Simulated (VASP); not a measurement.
Consider the following.

```xyz
3
Lattice="0.0000 3.2041 3.2041 3.2041 0.0000 3.2041 3.2041 3.2041 0.0000" Properties=species:S:1:pos:R:3 pbc="T T T"
Mg     1.6021     1.6021     1.6021
Mg     4.8062     4.8062     4.8062
Ge     3.2041     6.4082     3.2041
```

These are PW91 GGA, VASP's PBE PAW potentials (set 64) (plane waves; VASP 6.6.1) values and carry that method's errors. Numerical set-up: 520 eV cut-off, Gaussian smearing of 0.050 eV, potentials Mg Ge_d.

Problem. What does the run give for the band gap (along the path) with the smallest direct gap where there is one?

Solution. 
| Quantity | Result |
|---|---|
| band gap (along the path) | 0.19 eV |
| smallest direct gap (along the path) | 0.99 eV |

Total energies compare only between runs with the same potentials, cut-off and functional.

The compound is Mg2Ge in the antifluorite structure. It was relaxed first.
